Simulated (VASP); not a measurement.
Input:

```
S
1.0
   -1.58156     1.58156     1.58156
    1.58156    -1.58156     1.58156
    1.58156     1.58156    -1.58156
S
1
Cartesian
  0.00000   0.00000   0.00000
```

Level of theory: r2SCAN meta-GGA, VASP's PBE PAW potentials (set 64) (plane waves; VASP). Settings: 400 eV cut-off, 18×18×18 Γ-centred mesh, tetrahedra with Blöchl corrections, potentials S.

Question: Give the energies of bands 2 to 6 at the high-symmetry points, in eV from the Fermi level.

Answer: 
```csv
band,Γ,H,N,P
2,3.28,-3.75,-7.64,-4.33
3,3.28,-3.75,-0.02,-4.33
4,3.28,-3.75,2.46,-4.33
5,12.80,4.62,8.31,16.27
6,12.80,4.62,8.79,16.27
```

It has no gap at this level: it comes out as a metal or semimetal.

The structure was generated: S was put into the bcc type (Im-3m), which need not be its known phase. It was relaxed first.
